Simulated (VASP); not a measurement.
Runs of VASP 6.6.1 on NaMgF3. It takes space group P4mm (No. 99, tetragonal). The conventional cell has a = 3.951 Å, b = 3.951 Å, c = 3.951 Å, α = 90.00°, β = 90.00°, γ = 90.00°. Na (site symmetry 4mm) has 12 F at 2.79 Å as nearest neighbours. Mg (site symmetry 4mm) is surrounded by 1 F at 1.68 Å. F (site symmetry 4mm) has 1 Mg at 1.68 Å as nearest neighbours. Around F (site symmetry 2mm) lie 2 Mg at 2.00 Å. The cell comes from a database or a generator and needn't be the stable form of this composition.

```csv
cell,gap on the mesh (eV),pressure (GPa),largest force (eV/Å)
"all Mg atoms moved -0.300 Å, as atom 2 towards its neighbour atom 3 (F) at 1.975 Å",(b),-2.8,4.92
"all Mg atoms moved -0.150 Å, as atom 2 towards its neighbour atom 3 (F) at 1.975 Å",(a),-6.4,1.70
"all Mg atoms moved +0.188 Å, as atom 2 towards its neighbour atom 3 (F) at 1.975 Å",5.55,-5.8,2.29
"all Mg atoms moved +0.225 Å, as atom 2 towards its neighbour atom 3 (F) at 1.975 Å",5.53,-5.0,(c)
```

Alike in all rows: task single point; level LDA; potentials or basis VASP PAW LDA potentials, release 64 (Na_pv, Mg, F); no spin polarisation; k mesh 6 × 6 × 6; cutoff (eV) 520; smearing gaussian 0.05 eV.

Q: Estimate the missing entries.

A: (a) 5.57; (b) 5.47; (c) 3.00.

Caveats: forces of over 1 eV/Å show positions far from the minimum, so gaps and moduli don't describe the material at rest.

A k mesh can miss the band edges.
